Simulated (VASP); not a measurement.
# How k-mesh and smearing change a VASP run on CuO (Tenorite), part 2 of 4

A convergence test on CuO (Tenorite): the k-mesh and smearing. The series runs use PBEsol. The start is a cell from a database of measured crystal structures.

VASP 6.6.1; PBEsol, no spin polarisation; plane waves and PAW (Cu, O).

Still holding for the runs below: This run has no spin polarisation, although Cu can carry a moment. Oxides and halides of Cu are often magnetic insulators, and a metal at this level, without U or exact exchange, may be an artefact.

So far. Step 6 (K-mesh: 7 7 4): Against the run before the energy moves by -5.03 meV an atom and the pressure by -0.05 GPa, after 14 cycles in 12 s.

## Step 7: K-mesh: 10 10 5

INCAR

```
SYSTEM = CuO
PREC = Accurate
ENCUT = 520
EDIFF = 1E-06
NELM = 100
ISMEAR = -1
SIGMA = 0.05
LREAL = .FALSE.
ALGO = Normal
GGA = PS
NBANDS = 23
LASPH = .TRUE.
LORBIT = 11
LWAVE = .FALSE.
LCHARG = .FALSE.
KPAR = 4
ISIF = 2
```

POSCAR

```
CuO
1.0
    2.3446500000     -1.7134000000      0.0000000000
    2.3446500000      1.7134000000      0.0000000000
   -0.8605543552      0.0000000000      5.0594363927
Cu O
2 2
Direct
    0.0032000000      0.4968000000      0.0000000000
    0.4968000000      0.0032000000      0.5000000000
    0.5714000000      0.4056000000      0.2537000000
    0.4056000000      0.5714000000      0.7537000000
```

KPOINTS

```
Automatic mesh
0
Gamma
10 10 5
0 0 0
```

PAW data sets: Cu and O (PBE family, release 64).

Launch:

```bash
mpirun -np 4 vasp_std
```

The log of the run:

```text
[... set-up lines as in an earlier step ...]
 entering main loop
       N       E                     dE             d eps       ncg     rms          rms(c)
DAV:   1     0.292144742131E+03    0.29214E+03   -0.16757E+04  6846   0.235E+03
DAV:   2     0.108089635783E+02   -0.28134E+03   -0.26340E+03  6584   0.417E+02
DAV:   3    -0.260198892265E+02   -0.36829E+02   -0.34841E+02  8565   0.167E+02
DAV:   4    -0.272643536230E+02   -0.12445E+01   -0.12404E+01  7618   0.326E+01
[...]
DAV:  12    -0.213043581246E+02   -0.29967E-04   -0.44860E-04  8742   0.257E-01    0.441E-02
DAV:  13    -0.213043669534E+02   -0.88288E-05   -0.36202E-05  9991   0.852E-02    0.666E-03
DAV:  14    -0.213043664914E+02    0.46199E-06   -0.36335E-06  6844   0.196E-02
   1 F= -.21304366E+02 E0= -.21294778E+02  d E =-.191760E-01
```

Run time: 22 s. Hardware: 4 MPI ranks of Intel Xeon Platinum 8488C (Sapphire Rapids), shared host; peak memory 0.93 GiB; 71 s of CPU time.

OUTCAR, selected parts (step 7):

```text
  Total       -0.6162530     -0.0474400     -0.9102674      0.0000000      0.0000000     -0.2927772
  in kB      -24.2885000     -1.8697610    -35.8765492      0.0000000      0.0000000    -11.5392838
  external PRESSURE =     -20.6782700 kB  Pullay stress =       0.0000000 kB

 POSITION                                       TOTAL-FORCE (eV/Angst)
 -----------------------------------------------------------------------------------
      1.17233      0.84573      0.00000        -0.617609      0.334089      0.237347
      0.74205     -0.84573      2.52972        -0.617609     -0.334089      0.237347
      2.07240     -0.28408      1.28358         0.617609      0.365516     -0.237347
      1.64212      0.28408      3.81330         0.617609     -0.365516     -0.237347
 -----------------------------------------------------------------------------------
    total drift:                               -0.000076      0.000000     -0.000616

  FREE ENERGIE OF THE ION-ELECTRON SYSTEM (eV)
  ---------------------------------------------------
  free  energy   TOTEN  =       -21.3043664914 eV

  energy  without entropy=      -21.2851904791  energy(sigma->0) =      -21.29477849

[... 1 part as in an earlier step ...]

[... 2 further parts left out ...]
[key lines of the parts left out:]
E-fermi :   5.5053
```

Against the run before the energy moves by +0.46 meV an atom and the pressure by -0.02 GPa, after 14 cycles in 22 s.

## Step 8: K-mesh: 12 12 7

INCAR is that of step 7.

POSCAR is that of step 7.

KPOINTS

```
Automatic mesh
0
Gamma
12 12 7
0 0 0
```

Launch:

```bash
mpirun -np 4 vasp_std
```

The log of the run:

```text
[... set-up lines as in an earlier step ...]
 entering main loop
       N       E                     dE             d eps       ncg     rms          rms(c)
DAV:   1     0.295390321744E+03    0.29539E+03   -0.16657E+04 13253   0.234E+03
DAV:   2     0.110523509523E+02   -0.28434E+03   -0.26552E+03 13043   0.417E+02
DAV:   3    -0.260256716891E+02   -0.37078E+02   -0.35140E+02 16808   0.168E+02
DAV:   4    -0.272633790767E+02   -0.12377E+01   -0.12339E+01 15019   0.326E+01
[...]
DAV:  12    -0.213057006281E+02   -0.25696E-04   -0.45783E-04 17232   0.260E-01    0.429E-02
DAV:  13    -0.213057102852E+02   -0.96570E-05   -0.33734E-05 19540   0.833E-02    0.652E-03
DAV:  14    -0.213057097910E+02    0.49413E-06   -0.33159E-06 13308   0.183E-02
   1 F= -.21305710E+02 E0= -.21296984E+02  d E =-.174512E-01
```

It took 36 s on 4 MPI ranks; peak memory 1.3 GiB.

OUTCAR, selected parts (step 8):

```text
  Total       -0.6142099     -0.0475444     -0.9082078      0.0000000      0.0000000     -0.2869642
  in kB      -24.2079748     -1.8738764    -35.7953732      0.0000000      0.0000000    -11.3101754
  external PRESSURE =     -20.6257415 kB  Pullay stress =       0.0000000 kB

 POSITION                                       TOTAL-FORCE (eV/Angst)
 -----------------------------------------------------------------------------------
      1.17233      0.84573      0.00000        -0.614594      0.335105      0.236797
      0.74205     -0.84573      2.52972        -0.614594     -0.335105      0.236797
      2.07240     -0.28408      1.28358         0.614594      0.372299     -0.236797
      1.64212      0.28408      3.81330         0.614594     -0.372299     -0.236797
 -----------------------------------------------------------------------------------
    total drift:                               -0.000077      0.000000     -0.000622

  FREE ENERGIE OF THE ION-ELECTRON SYSTEM (eV)
  ---------------------------------------------------
  free  energy   TOTEN  =       -21.3057097910 eV

  energy  without entropy=      -21.2882585893  energy(sigma->0) =      -21.29698419

[... 1 part as in an earlier step ...]

[... 2 further parts left out ...]
[key lines of the parts left out:]
E-fermi :   5.5117
```

Against the run before the energy moves by -0.55 meV an atom and the pressure by +0.01 GPa, after 14 cycles in 36 s.

## Step 9: K-mesh: 15 15 8

INCAR is that of step 8.

POSCAR is that of step 8.

KPOINTS

```
Automatic mesh
0
Gamma
15 15 8
0 0 0
```

Launch:

```bash
mpirun -np 4 vasp_std
```

The log of the run:

```text
[... set-up lines as in an earlier step ...]
 entering main loop
       N       E                     dE             d eps       ncg     rms          rms(c)
DAV:   1     0.295264932488E+03    0.29526E+03   -0.16675E+04 23446   0.234E+03
DAV:   2     0.112070122769E+02   -0.28406E+03   -0.26549E+03 22870   0.417E+02
DAV:   3    -0.260307273637E+02   -0.37238E+02   -0.35283E+02 29798   0.168E+02
DAV:   4    -0.272635490911E+02   -0.12328E+01   -0.12287E+01 26490   0.325E+01
[...]
DAV:  12    -0.213053911328E+02   -0.26511E-04   -0.46182E-04 30388   0.260E-01    0.432E-02
DAV:  13    -0.213054001717E+02   -0.90389E-05   -0.35029E-05 34423   0.855E-02    0.635E-03
DAV:  14    -0.213053997351E+02    0.43666E-06   -0.34709E-06 23546   0.185E-02
   1 F= -.21305400E+02 E0= -.21296391E+02  d E =-.180172E-01
```

Wall time 60 s (4 MPI ranks); peak memory 1.9 GiB; 3.7 min of CPU time.

Parts of OUTCAR (step 9):

```text
  Total       -0.6191501     -0.0421973     -0.9041728      0.0000000      0.0000000     -0.2802468
  in kB      -24.4026844     -1.6631322    -35.6363417      0.0000000      0.0000000    -11.0454216
  external PRESSURE =     -20.5673861 kB  Pullay stress =       0.0000000 kB

 POSITION                                       TOTAL-FORCE (eV/Angst)
 -----------------------------------------------------------------------------------
      1.17233      0.84573      0.00000        -0.616128      0.334614      0.237066
      0.74205     -0.84573      2.52972        -0.616128     -0.334614      0.237066
      2.07240     -0.28408      1.28358         0.616128      0.369696     -0.237066
      1.64212      0.28408      3.81330         0.616128     -0.369696     -0.237066
 -----------------------------------------------------------------------------------
    total drift:                               -0.000064      0.000000     -0.000625

  FREE ENERGIE OF THE ION-ELECTRON SYSTEM (eV)
  ---------------------------------------------------
  free  energy   TOTEN  =       -21.3053997351 eV

  energy  without entropy=      -21.2873825068  energy(sigma->0) =      -21.29639112

[... 1 part as in an earlier step ...]

[... 2 further parts left out ...]
[key lines of the parts left out:]
E-fermi :   5.5121
```

Against the run before the energy moves by +0.15 meV an atom and the pressure by +0.01 GPa, after 14 cycles in 60 s.

## Step 10: The k-mesh series as a table

This step: convergence of PBEsol results with the mesh; plane waves and PAW (VASP 6.6.1).

Derived from the runs above.

Differences are taken from the run with 15 15 8. Results of the series, by row:

```csv
setting,status,energy less the reference (meV/atom),pressure (GPa),largest force difference (meV/Å),SCF cycles,wall time (s)
2 2 2,converged,168.3,1.702,205,14,6.4
3 3 2,converged,-17.6,-2.253,149,15,7.6
4 4 3,converged,-4.653,-2.041,14.92,14,9
6 6 3,converged,4.966,-1.994,25.5,14,10.8
7 7 4,converged,-0.05942,-2.046,17.33,14,11.6
10 10 5,converged,0.4032,-2.068,4.18,14,22
12 12 7,converged,-0.1483,-2.063,2.603,14,36
15 15 8,converged,0,-2.057,0,14,60
```

## Step 11: Smearing: ISMEAR = -1, SIGMA = 0.01

This step: PBEsol, no spin polarisation; plane waves and PAW (Cu, O) (VASP 6.6.1).

Smearing steadies the sum over the Fermi surface at the price of an entropy term.

INCAR, as its differences from that of step 9:

```diff
@@ -6,3 +6,3 @@
 ISMEAR = -1
-SIGMA = 0.05
+SIGMA = 0.01
 LREAL = .FALSE.
```

POSCAR is that of step 9.

KPOINTS

```
Automatic mesh
0
Gamma
8 8 5
0 0 0
```

Launch:

```bash
mpirun -np 4 vasp_std
```

The log of the run:

```text
[... set-up lines as in an earlier step ...]
 entering main loop
       N       E                     dE             d eps       ncg     rms          rms(c)
DAV:   1     0.294241797824E+03    0.29424E+03   -0.16733E+04  4470   0.235E+03
DAV:   2     0.105591787218E+02   -0.28368E+03   -0.26502E+03  4348   0.416E+02
DAV:   3    -0.260257155468E+02   -0.36585E+02   -0.34637E+02  5609   0.167E+02
DAV:   4    -0.272476396437E+02   -0.12219E+01   -0.12186E+01  4940   0.325E+01
DAV:   5    -0.272713777298E+02   -0.23738E-01   -0.23733E-01  5560   0.396E+00    0.174E+01
DAV:   6    -0.249101143542E+02    0.23613E+01   -0.44449E+01  6180   0.169E+02    0.135E+01
DAV:   7    -0.212013887114E+02    0.37087E+01   -0.10982E+01  5114   0.125E+02    0.267E+00
DAV:   8    -0.213431017045E+02   -0.14171E+00   -0.19931E+00  4537   0.994E+00    0.169E+00
DAV:   9    -0.213017549111E+02    0.41347E-01   -0.77893E-02  7250   0.707E+00    0.470E-01
DAV:  10    -0.212981040442E+02    0.36509E-02   -0.14886E-02  6144   0.167E+00    0.367E-01
DAV:  11    -0.212966966809E+02    0.14074E-02   -0.78732E-03  6620   0.858E-01    0.544E-02
DAV:  12    -0.212967268289E+02   -0.30148E-04   -0.46374E-04  6034   0.265E-01    0.430E-02
DAV:  13    -0.212967338973E+02   -0.70683E-05   -0.38196E-05  6683   0.874E-02    0.560E-03
DAV:  14    -0.212967336456E+02    0.25161E-06   -0.36565E-06  4564   0.183E-02
   1 F= -.21296734E+02 E0= -.21296515E+02  d E =-.436835E-03
```

Elapsed: 16 s, on 4 MPI ranks; peak memory 0.79 GiB; 50 s of CPU time.

Parts of OUTCAR (step 11):

```text
   k-points           NKPTS =     93   k-points in BZ     NKDIM =     93   number of bands    NBANDS=     23

   NELECT =      34.0000    total number of electrons

 E-fermi :   5.4870

 k-point     1 :       0.0000    0.0000    0.0000
  band No.  band energies     occupation
    ...
     12       3.0047      2.00000
     13       3.2093      2.00000
     14       3.3125      2.00000
     15       3.3904      2.00000
     16       3.8843      2.00000
     17       5.7355      0.00000
     18       6.4296      0.00000
     19       7.1661      0.00000
     20      11.4274      0.00000
     21      13.6124      0.00000
    ...

  Total       -0.6008867     -0.0169288     -0.9399509      0.0000000      0.0000000     -0.2792815
  in kB      -23.6828653     -0.6672184    -37.0464697      0.0000000      0.0000000    -11.0073765
  external PRESSURE =     -20.4655178 kB  Pullay stress =       0.0000000 kB

 POSITION                                       TOTAL-FORCE (eV/Angst)
 -----------------------------------------------------------------------------------
      1.17233      0.84573      0.00000        -0.611557      0.337150      0.234641
      0.74205     -0.84573      2.52972        -0.611557     -0.337150      0.234641
      2.07240     -0.28408      1.28358         0.611557      0.363698     -0.234641
      1.64212      0.28408      3.81330         0.611557     -0.363698     -0.234641
 -----------------------------------------------------------------------------------
    total drift:                               -0.000034      0.000000     -0.000598

  FREE ENERGIE OF THE ION-ELECTRON SYSTEM (eV)
  ---------------------------------------------------
  free  energy   TOTEN  =       -21.2967336456 eV

  energy  without entropy=      -21.2962968103  energy(sigma->0) =      -21.29651523

[... 7 parts as in an earlier step ...]

[... 9 further parts left out ...]
```

The k-mesh is coarse for a metal.

This step gave:

```yaml
irreducible_k_points: 93
free_energy_toten: -21.30 eV
fermi_energy: 5.487 eV
pressure: -2.047 GPa
```

The series starts at -5.3241 eV an atom and -2.05 GPa, after 14 cycles in 16 s. The entropy term T·S comes to 0.11 meV an atom in size.

## Step 12: Smearing: ISMEAR = -1, SIGMA = 0.05

INCAR, as its differences from that of step 11:

```diff
@@ -6,3 +6,3 @@
 ISMEAR = -1
-SIGMA = 0.01
+SIGMA = 0.05
 LREAL = .FALSE.
```

POSCAR is that of step 11.

KPOINTS is that of step 11.

Launch:

```bash
mpirun -np 4 vasp_std
```

The log of the run:

```text
[... set-up lines as in an earlier step ...]
 entering main loop
       N       E                     dE             d eps       ncg     rms          rms(c)
DAV:   1     0.294234326350E+03    0.29423E+03   -0.16733E+04  4470   0.235E+03
DAV:   2     0.105515778071E+02   -0.28368E+03   -0.26501E+03  4348   0.416E+02
DAV:   3    -0.260414497288E+02   -0.36593E+02   -0.34636E+02  5609   0.167E+02
DAV:   4    -0.272632556947E+02   -0.12218E+01   -0.12182E+01  4940   0.325E+01
[...]
DAV:  12    -0.213040367709E+02   -0.28559E-04   -0.45777E-04  5867   0.261E-01    0.430E-02
DAV:  13    -0.213040452909E+02   -0.85200E-05   -0.35368E-05  6612   0.848E-02    0.617E-03
DAV:  14    -0.213040448754E+02    0.41552E-06   -0.35115E-06  4525   0.183E-02
   1 F= -.21304045E+02 E0= -.21295483E+02  d E =-.171233E-01
```

Run time: 16 s. Hardware: 4 MPI ranks; peak memory 0.8 GiB.

From OUTCAR (step 12):

```text
  Total       -0.6068882     -0.0300214     -0.9193186      0.0000000      0.0000000     -0.2836692
  in kB      -23.9194052     -1.1832397    -36.2332848      0.0000000      0.0000000    -11.1803086
  external PRESSURE =     -20.4453099 kB  Pullay stress =       0.0000000 kB

 POSITION                                       TOTAL-FORCE (eV/Angst)
 -----------------------------------------------------------------------------------
      1.17233      0.84573      0.00000        -0.616108      0.335243      0.235722
      0.74205     -0.84573      2.52972        -0.616108     -0.335243      0.235722
      2.07240     -0.28408      1.28358         0.616108      0.367791     -0.235722
      1.64212      0.28408      3.81330         0.616108     -0.367791     -0.235722
 -----------------------------------------------------------------------------------
    total drift:                               -0.000066      0.000000     -0.000611

  FREE ENERGIE OF THE ION-ELECTRON SYSTEM (eV)
  ---------------------------------------------------
  free  energy   TOTEN  =       -21.3040448754 eV

  energy  without entropy=      -21.2869216209  energy(sigma->0) =      -21.29548325

[... 2 parts as in an earlier step ...]

[... 1 further part left out ...]
[key lines of the parts left out:]
E-fermi :   5.5091
```

Against the run before the energy at zero width moves by +0.26 meV an atom while the pressure stays within 0.01 GPa, after 14 cycles in 16 s. The entropy term T·S comes to 4.28 meV an atom in size.

## Step 13: Smearing: ISMEAR = -1, SIGMA = 0.1

INCAR, as its differences from that of step 12:

```diff
@@ -6,3 +6,3 @@
 ISMEAR = -1
-SIGMA = 0.05
+SIGMA = 0.1
 LREAL = .FALSE.
```

POSCAR is that of step 12.

KPOINTS is that of step 12.

Launch:

```bash
mpirun -np 4 vasp_std
```

The log of the run:

```text
[... set-up lines as in an earlier step ...]
 entering main loop
       N       E                     dE             d eps       ncg     rms          rms(c)
DAV:   1     0.294215237519E+03    0.29422E+03   -0.16733E+04  4470   0.235E+03
DAV:   2     0.105275830985E+02   -0.28369E+03   -0.26505E+03  4348   0.416E+02
DAV:   3    -0.260935770737E+02   -0.36621E+02   -0.34649E+02  5609   0.167E+02
DAV:   4    -0.273163797810E+02   -0.12228E+01   -0.12189E+01  4940   0.325E+01
[...]
DAV:  12    -0.213309430871E+02   -0.28562E-04   -0.45403E-04  5652   0.258E-01    0.433E-02
DAV:  13    -0.213309536499E+02   -0.10563E-04   -0.32113E-05  6570   0.816E-02    0.743E-03
DAV:  14    -0.213309529672E+02    0.68266E-06   -0.36824E-06  4518   0.189E-02
   1 F= -.21330953E+02 E0= -.21294421E+02  d E =-.730632E-01
```

Wall time 15 s (4 MPI ranks); peak memory 0.8 GiB; 47 s of CPU time.

OUTCAR, selected parts (step 13):

```text
  Total       -0.6066020     -0.0292569     -0.8759206      0.0000000      0.0000000     -0.2600889
  in kB      -23.9081224     -1.1531089    -34.5228322      0.0000000      0.0000000    -10.2509331
  external PRESSURE =     -19.8613545 kB  Pullay stress =       0.0000000 kB

 POSITION                                       TOTAL-FORCE (eV/Angst)
 -----------------------------------------------------------------------------------
      1.17233      0.84573      0.00000        -0.621177      0.331484      0.237926
      0.74205     -0.84573      2.52972        -0.621177     -0.331484      0.237926
      2.07240     -0.28408      1.28358         0.621177      0.365743     -0.237926
      1.64212      0.28408      3.81330         0.621177     -0.365743     -0.237926
 -----------------------------------------------------------------------------------
    total drift:                               -0.000101      0.000000     -0.000604

  FREE ENERGIE OF THE ION-ELECTRON SYSTEM (eV)
  ---------------------------------------------------
  free  energy   TOTEN  =       -21.3309529672 eV

  energy  without entropy=      -21.2578898157  energy(sigma->0) =      -21.29442139

[... 2 parts as in an earlier step ...]

[... 1 further part left out ...]
[key lines of the parts left out:]
E-fermi :   5.5122
```

Against the run before the energy at zero width moves by +0.27 meV an atom and the pressure by +0.06 GPa, after 14 cycles in 15 s. The entropy term T·S comes to 18.27 meV an atom in size.

## Step 14: Smearing: ISMEAR = -1, SIGMA = 0.2

INCAR, as its differences from that of step 13:

```diff
@@ -6,3 +6,3 @@
 ISMEAR = -1
-SIGMA = 0.1
+SIGMA = 0.2
 LREAL = .FALSE.
```

POSCAR is that of step 13.

KPOINTS is that of step 13.

Launch:

```bash
mpirun -np 4 vasp_std
```

The log of the run:

```text
[... set-up lines as in an earlier step ...]
 entering main loop
       N       E                     dE             d eps       ncg     rms          rms(c)
DAV:   1     0.294151019454E+03    0.29415E+03   -0.16733E+04  4470   0.235E+03
DAV:   2     0.104324526987E+02   -0.28372E+03   -0.26513E+03  4348   0.416E+02
DAV:   3    -0.262866069742E+02   -0.36719E+02   -0.34710E+02  5609   0.167E+02
DAV:   4    -0.275124215600E+02   -0.12258E+01   -0.12220E+01  4940   0.326E+01
[...]
DAV:  12    -0.214400232235E+02   -0.48951E-04   -0.45893E-04  5593   0.257E-01    0.549E-02
DAV:  13    -0.214400293678E+02   -0.61443E-05   -0.51405E-05  6653   0.962E-02    0.972E-03
DAV:  14    -0.214400283789E+02    0.98893E-06   -0.62220E-06  5883   0.265E-02
   1 F= -.21440028E+02 E0= -.21296998E+02  d E =-.286060E+00
```

The job ended after 16 s (4 MPI ranks; peak memory 0.79 GiB; 50 s of CPU time).

OUTCAR, selected parts (step 14):

```text
  Total       -0.5671207      0.0236991     -0.7369972      0.0000000      0.0000000     -0.2076501
  in kB      -22.3520408      0.9340574    -29.0474148      0.0000000      0.0000000     -8.1841539
  external PRESSURE =     -16.8217994 kB  Pullay stress =       0.0000000 kB

 POSITION                                       TOTAL-FORCE (eV/Angst)
 -----------------------------------------------------------------------------------
      1.17233      0.84573      0.00000        -0.629621      0.322341      0.242011
      0.74205     -0.84573      2.52972        -0.629621     -0.322341      0.242011
      2.07240     -0.28408      1.28358         0.629621      0.347133     -0.242011
      1.64212      0.28408      3.81330         0.629621     -0.347133     -0.242011
 -----------------------------------------------------------------------------------
    total drift:                               -0.000118      0.000000     -0.000643

  FREE ENERGIE OF THE ION-ELECTRON SYSTEM (eV)
  ---------------------------------------------------
  free  energy   TOTEN  =       -21.4400283789 eV

  energy  without entropy=      -21.1539680260  energy(sigma->0) =      -21.29699820

[... 2 parts as in an earlier step ...]

[... 1 further part left out ...]
[key lines of the parts left out:]
E-fermi :   5.5037
```

Against the run before the energy at zero width moves by -0.64 meV an atom and the pressure by +0.30 GPa, after 14 cycles in 16 s. The entropy term T·S comes to 71.52 meV an atom in size.

(Continued in part 3 of 4.)

[Lines on the potential files, build, host, timing and source positions are cut from VASP's logs without a mark.]

[Logs are printed without paths, hosts, clocks, repeated set-up lines and the standing remarks that a program may print on its own settings, such as how far it seeks lower states.]

[Hosts, paths, dates, database ids (printed as entryN), source tags and the programs' standing remarks are cut or masked in the printed files.]

[A measured line is paired with the nearest computed mode of its activity, which favours agreement.]
